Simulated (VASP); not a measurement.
Here is the system:

```
VSe2
1.0
    1.58029     0.91238     6.11866
   -1.58029     0.91238     6.11866
    0.00000    -1.82477     6.11866
V Se
1 2
Direct
  0.00000   0.00000   0.00000
  0.75230   0.75230   0.75230
  0.58100   0.58100   0.58100
```
Starting moments (μB, in the order of the record's atoms V Se Se): 2.0 0.0 0.0.

Level of theory: PBE GGA + U (Dudarev), VASP's PBE PAW potentials (set 64) (plane waves; VASP). Numerical set-up: 400 eV cut-off, 7×7×7 Γ-centred mesh, Gaussian smearing of 0.050 eV, potentials V_sv Se, U − J: V 8.00 eV.

The moments were started parallel, and other spin orders were not tried in this run.

**Question.** Give the force on each atom (eV/Å).

**Answer.** 
| atom | Fx | Fy | Fz |
|---|---|---|---|
| V1 | 0.000 | 0.000 | 0.053 |
| Se2 | 0.000 | 0.000 | 1.745 |
| Se3 | 0.000 | 0.000 | -1.798 |

**Question.** Give the stress tensor in GPa (positive for a compressed cell).

**Answer.** 
```
32.38   0.00   0.00
 0.00  32.38   0.00
 0.00   0.00  22.93
```
The pressure is its mean diagonal, 29.23 GPa.

The structure was generated: VSe2 was put into the 3R-MoS2 type (R3m), which need not be its known phase. The cell was not relaxed at this level. The run is one of a series of settings (LDAU = .TRUE., LDAUJ = 0 0, LDAUL = 2 -1, LDAUTYPE = 2, LDAUU = 8.0 0 against the base run), some of them coarse on purpose.
